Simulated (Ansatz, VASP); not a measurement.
# Cross-check of BaZrO3 between VASP and Ansatz

One calculation is typed for both programs; each brings its own data sets. How far apart do they land? The cell is taken from a series of runs on this material, whose earlier steps may have relaxed, scaled, displaced or heated it; both programs get it as it stands.

Method: plane waves, with VASP 6.6.1 beside it; zone-centre phonons at PBE, in Ansatz 0.2.0.

## (1) Starting point

The structure is cubic, space group Pm-3m (No. 221). Conventional cell: a = 4.255 Å, b = 4.255 Å, c = 4.255 Å, α = 90.00°, β = 90.00°, γ = 90.00°. Nearest to O lie 2 Zr at 2.13 Å and 4 Ba at 3.01 Å. Zr has 6 O at 2.13 Å nearest. Nearest to Ba lie 12 O at 3.01 Å. Farther neighbours and most contacts between anions are not listed.

## (2) Ansatz: zone-centre phonons, PBE

Ansatz runs on its PAW soft_1 files.

Second derivatives magnify differences that forces hide, and they need a tight electronic threshold.

The input, input.yaml:

```yaml
crystal:
  lattice:
    - [4.2552011913, 0.0, 0.0]
    - [0.0, 4.2552011913, 0.0]
    - [0.0, 0.0, 4.2552011913]
  atoms:
    - { symbol: O, position: [0.0, 0.5, 0.5] }
    - { symbol: O, position: [0.5, 0.0, 0.5] }
    - { symbol: O, position: [0.5, 0.5, 0.0] }
    - { symbol: Zr, position: [0.5, 0.5, 0.5] }
    - { symbol: Ba, position: [0.0, 0.0, 0.0] }
kpoints:
  mp_grid: { grid: [8, 8, 8] }
hamiltonian:
  xc: pbe
  pseudopotentials: { kind: paw, azcp: { folder: soft_1 } }
scf:
  occupations: { method: fixed }
output:
  eigenvalues: true
phonons:
  method: dfpt
  dielectric: true
  rigid_motions: translations
```

On the command line:

```console
> ansatz run input.yaml --threads 4 --pin off --max-ram 16384MiB --backend cpu --events-out ev --progress --plain --runs-dir out
```

Numbers of over 12 decimals in the logs are rounded to 6 here.

The program printed:

```text
Engine: ansatz 0.2.0, aarch64-unknown-linux-gnu
Pseudopotentials: kind: paw
Pseudopotential: O, paw, valence charge 6, recommended cutoff 420 eV (normal), soft_1/O.paw.azcp
Pseudopotential: Zr, paw, valence charge 12, recommended cutoff 420 eV (normal), soft_1/Zr.paw.azcp
Pseudopotential: Ba, paw, valence charge 10, recommended cutoff 420 eV (normal), soft_1/Ba.paw.azcp
Functional definition: PBE
  parameter kappa = 0.804
  parameter beta = 0.066725
  exchange = pbe_x(kappa = kappa, mu = beta*pi^2/3)
  correlation = pbe_c(beta = beta)
Crystal: 5 atoms, lattice volume = 77.048 Å³
Basis set: ecut = 420 eV, 1503 PW (Γ), exchange–correlation on 60×60×60 points (8 copies of the dense FFT grid, shifted against one another)
Bands: 25, of which v1, the nominal top of the filled ones, is band 20 counted from 1 (19 counted from 0)
Symmetry: 48 space group operations
k-points: 170 of 512 (irreducible under 2 space group operations, time reversal used)
Non-local potential: O, projectors of the file, l = 0: 2, l = 1: 2, l = 2: 1
Non-local potential: Zr, projectors of the file, l = 0: 3, l = 1: 2, l = 2: 2, l = 3: 1
Non-local potential: Ba, projectors of the file, l = 0: 3, l = 1: 2, l = 2: 2, l = 3: 2
PAW form: soft (Blöchl's): semilocal exchange-correlation on the pseudo side does not see the compensation charge
PAW one-centre angular grid: O, 110 points (default); XC on 64 Gauss nodes
PAW one-centre angular grid: Zr, 590 points (default); XC on 64 Gauss nodes
PAW one-centre angular grid: Ba, 194 points (default); XC on 64 Gauss nodes
Initial density: superposition of atomic densities (chi_scale 0.1, normalization cell, long waves kept (reshape's long-wave potential 0.00 eV rms))
Initial wavefunctions: pseudopotential atomic-orbital guess
Functional: x = pbe(κ = 0.804, μ = 0.219515), c = pbe(β = 0.066725)
SCF iter   1: F=—  HF=-11844.974103 eV  |F-HF|=—  |Δ(HF+E_count)|=         —  Δρ=5.12e-2  dr2=1.45e0  ethr=3.10e-3  ⟨swp⟩=5.0  Hψ=18231  notcnv=0  defer=359
preconditioner: auto → Resta (q_TF=auto, 2.446 Å⁻¹)  ε∞=4.9  [insulator: Δε(μ)=2.732 eV  Ē_g=11.805 eV  n_scr=18 (ndim 8)  ℏωp=23.2 eV  f_vac=0.000  ε∞_Penn≈4.9]
SCF iter   2: F=—  HF=-11844.861875 eV  |F-HF|=—  |Δ(HF+E_count)|=   1.12e-1  Δρ=2.29e-2  dr2=4.46e-1  ethr=3.10e-3  ⟨swp⟩=2.4  Hψ=7687  notcnv=0  defer=295
SCF iter   3: F=—  HF=-11844.863591 eV  |F-HF|=—  |Δ(HF+E_count)|=   1.72e-3  Δρ=1.31e-2  dr2=1.13e-1  ethr=1.12e-3  ⟨swp⟩=2.2  Hψ=6086  notcnv=0  defer=429
SCF iter   4: F=—  HF=-11844.876095 eV  |F-HF|=—  |Δ(HF+E_count)|=   1.25e-2  Δρ=1.97e-3  dr2=2.08e-3  ethr=2.83e-4  ⟨swp⟩=2.7  Hψ=7385  notcnv=0  defer=472
SCF iter   5: F=—  HF=-11844.879064 eV  |F-HF|=—  |Δ(HF+E_count)|=   2.97e-3  Δρ=3.17e-4  dr2=6.96e-5  ethr=5.21e-6  ⟨swp⟩=2.0  Hψ=6860  notcnv=0  defer=494
SCF iter   6: F=—  HF=-11844.879175 eV  |F-HF|=—  |Δ(HF+E_count)|=   1.12e-4  Δρ=7.38e-5  dr2=5.10e-6  ethr=1.74e-7  ⟨swp⟩=2.0  Hψ=7428  notcnv=0  defer=461
SCF iter   7: F=—  HF=-11844.879180 eV  |F-HF|=—  |Δ(HF+E_count)|=   5.20e-6  Δρ=1.89e-5  dr2=3.00e-7  ethr=1.27e-8  ⟨swp⟩=2.0  Hψ=6565  notcnv=0  defer=322
SCF iter   8: F=—  HF=-11844.879181 eV  |F-HF|=—  |Δ(HF+E_count)|=   4.77e-7  Δρ=3.33e-6  dr2=6.50e-9  ethr=7.50e-10  ⟨swp⟩=2.2  Hψ=6554  notcnv=0  defer=246
SCF iter   9: F=—  HF=-11844.879181 eV  |F-HF|=—  |Δ(HF+E_count)|=   4.42e-9  Δρ=6.81e-7  dr2=2.48e-10  ethr=1.63e-11  ⟨swp⟩=2.0  Hψ=7325  notcnv=0  defer=246
SCF iter  10: F=-11844.879181 eV  HF=-11844.879181 eV  |F-HF|=3.64e-12  |Δ(HF+E_count)|=  1.13e-10  Δρ=6.66e-8  dr2=2.06e-12  ethr=1.00e-12  ⟨swp⟩=12.8  Hψ=28364  notcnv=0
SCF 1 converged in 10 iterations: F = -11844.879181 eV  dr2 = 2.06e-12
  greatest PAW one-centre occupation: 0.997 electrons in one spin orbital (limit 2), on the Zr atom at site 3 (counted from 0), in its partial waves of l = 0
DFPT response loops at Γ: preconditioner auto → none (the input reference at scf.mixing.eps_inf says where Resta's filter doesn't serve); β = 0.50; Broyden in place of MSR1
SCF converged after 10 iterations
Free energy (F): -11844.879181 eV
Harris-Foulkes:  -11844.879181 eV  (|F-HF|=3.64e-12)
Internal energy: -11844.879181 eV  (E = F + TS)
E sigma→0 (E₀):  -11844.879181 eV
Fermi energy:    9.228444 eV
--- Per-component energies (eV) ---
  E_band       = -117.017914
  E_kinetic    = 980.454603
  E_local      = -1988.176983  (includes V_loc(G=0)·N_el)
  E_nonlocal   = 321.210079
  E_hartree    = 710.976526
  E_xc         = -570.478468
  E_vxc        = -588.533918  (∫ρ·V_xc dr)
  E_paw        = -8645.517869  (= ΣΔE_a)
  E_vpaw       = -263.926989  (= ΣTr[D̂ρ^β])
  E_aug_tail   = 0.002266  (compensation charges beyond the density's cutoff)
  E_ewald      = -2653.349335
  E_smearing   = -0.000000  (= −TS)
  E_closure    = 0.000000  (closes the sum)
  Σ components = -11844.879181   (vs F -11844.879181, Δ=0.00e0)
--- Band table (eV; the first three rows and the last of 170) ---
  k-point 0: bands = [... 16 lower, 8.2966, 8.9885, 8.9885, 8.9885, 12.3669, 12.3669, 12.3669, 13.9112, ... 1 higher]
  k-point 1: bands = [... 16 lower, 8.1973, 8.6048, 8.9327, 8.9327, 12.4102, 12.6960, 12.6960, 14.1373, ... 1 higher]
  k-point 2: bands = [... 16 lower, 7.9775, 8.0080, 8.8369, 8.8369, 12.5220, 13.4691, 13.4691, 14.6940, ... 1 higher]
  k-point 169: bands = [... 16 lower, 6.7647, 9.2284, 9.2284, 9.2284, 15.1179, 15.1179, 15.1179, 15.8446, ... 1 higher]
--- Phonons (Γ-DFPT): 4 representative perturbations + reference, on 170 of 512 k-points (Σ response iterations 12) ---
  k mesh reduced under 2 symmetry operations, with k and −k counted as one. Each operation leaves every solved perturbation unchanged. A smaller set is not considered because the run solves the response to a homogeneous field
  ASR residual: 2.820e-4 → 0.000e0 eV/Å²; symmetrization residual: 4.856e-6 eV/Å²
  ASR residual per site (eV/Å²): 1.14e-4 1.14e-4 1.14e-4 2.82e-4 1.55e-5
  Γ frequencies (cm⁻¹): 0.00 0.00 0.00 77.40 77.40 77.40 169.97 169.97 169.97 190.28 190.28 190.28 447.82 447.82 447.82
  ε∞ (high-frequency dielectric tensor):
        4.869138    -0.000000     0.000000
       -0.000000     4.869138     0.000000
       -0.000000     0.000000     4.869138
  ε⁰ (static dielectric tensor: ions relaxed, cell fixed):
      104.293602     0.000000    -0.000000
        0.000000   104.293602    -0.000000
       -0.000000    -0.000000   104.293602
  ε⁰ − ε∞ (ionic part):
       99.424464     0.000000    -0.000000
        0.000000    99.424464    -0.000000
       -0.000000    -0.000000    99.424464
  softest optical mode at Γ: 77.40 cm⁻¹; the repairs (sum rule, projections) moved no ω² at Γ by more than (1.78 cm⁻¹)²
  Born effective charges Z* (e; rows j = field, columns β = displacement):
    site 0:
        -4.86574    0.00000    0.00000
        -0.00000   -1.99372    0.00000
         0.00000    0.00000   -1.99372
    site 1:
        -1.99372    0.00000   -0.00000
         0.00000   -4.86574   -0.00000
         0.00000    0.00000   -1.99372
    site 2:
        -1.99372   -0.00000    0.00000
         0.00000   -1.99372    0.00000
         0.00000    0.00000   -4.86574
    site 3:
         6.11857    0.00000   -0.00000
        -0.00000    6.11857    0.00000
         0.00000    0.00000    6.11857
    site 4:
         2.73461   -0.00000    0.00000
         0.00000    2.73461    0.00000
         0.00000    0.00000    2.73461
  Z* charge neutrality: 1.696e-5 e pre-enforcement
  k-mesh period / interband length: 34.0 Å / 1.60 Å = 21.25 at k = (0.0000, 0.0000, 0.0000), direct gap 3.378 eV — 14 or more, which is no proof of convergence
  optical modes at Γ without the LO–TO term, one row a degenerate level:
      ω (cm⁻¹)  modes    IR ((D/Å)²/amu)
[...]
optical modes at Γ + LO–TO along q̂ = [1.0000, 0.0000, 0.0000]:
      ω (cm⁻¹)  modes    IR ((D/Å)²/amu)
[...]
optical modes at Γ + LO–TO along q̂ = [0.0000, 1.0000, 0.0000]:
      ω (cm⁻¹)  modes    IR ((D/Å)²/amu)
[...]
638.55      1            51.4753
  optical modes at Γ + LO–TO along q̂ = [0.0000, 0.0000, 1.0000]:
      ω (cm⁻¹)  modes    IR ((D/Å)²/amu)
         77.40      2            30.8640
        116.49      1             0.0802
        169.97      2            54.7754
        190.28      3             0.0000
        366.53      1             4.7730
        447.82      2            27.0176
        638.55      1            51.4753
```

(Part 1 of 3 ends here.)

[Lines on the potential files, build, host, timing and source positions are cut from VASP's logs without a mark.]

[Logs are printed without paths, hosts, clocks, repeated set-up lines and the standing remarks that a program may print on its own settings, such as how far it seeks lower states.]

[Hosts, paths, dates, database ids (printed as entryN), source tags and the programs' standing remarks are cut or masked in the printed files.]
